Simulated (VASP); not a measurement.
GdO, 2 atoms in the cell. The structure is cubic, space group F-43m (No. 216). Conventional cell: a = 5.400 Å, b = 5.400 Å, c = 5.400 Å, α = 90.00°, β = 90.00°, γ = 90.00°. Around Gd (site symmetry -43m) lie 4 O at 2.34 Å. O (site symmetry -43m) has 4 Gd at 2.34 Å as nearest neighbours. 

| Item | Value |
| --- | --- |
| Program | VASP 6.6.1 |
| Task | density of states |
| Functional | PBE |
| Potentials or basis | VASP PAW PBE potentials, release 64 (Gd, O) |
| Cutoff | 520 eV |
| k mesh | 9 × 9 × 9 |
| Occupations | gaussian, width 0.02 eV |
| Spin | collinear spin, ferromagnetic start |
| Starting moments | [7.0, 0.0] μB |
| k mesh for the DOS | 14 × 14 × 14 |
| Occupations for the DOS | tetrahedron |
| Further INCAR settings | ALGO = Normal; EDIFF = 1e-06; NBANDS = 23 |

Potentials or basis: VASP PAW PBE potentials, release 64 (Gd, O).

Launch:

```console
$ cat potpaw_PBE.64/Gd/POTCAR potpaw_PBE.64/O/POTCAR > POTCAR
$ cp INCAR.step1 INCAR
$ cp KPOINTS.step1 KPOINTS
$ mpirun -np 1 vasp_std > vasp.out
$ cp INCAR.step2 INCAR
$ cp KPOINTS.step2 KPOINTS
$ mpirun -np 1 vasp_std > vasp.out
```

Hardware: 1 thread of Intel(R) Xeon(R) Platinum 8375C CPU @ 2.90GHz (Ice Lake), with other jobs on the host.

Task: Estimate the wall time of this run.

Result: Run time: 4.9 min on 1 thread of Intel(R) Xeon(R) Platinum 8375C CPU @ 2.90GHz (Ice Lake), on a shared host, peak memory 0.28 GiB. Counts: scf iterations 9, k points 104.
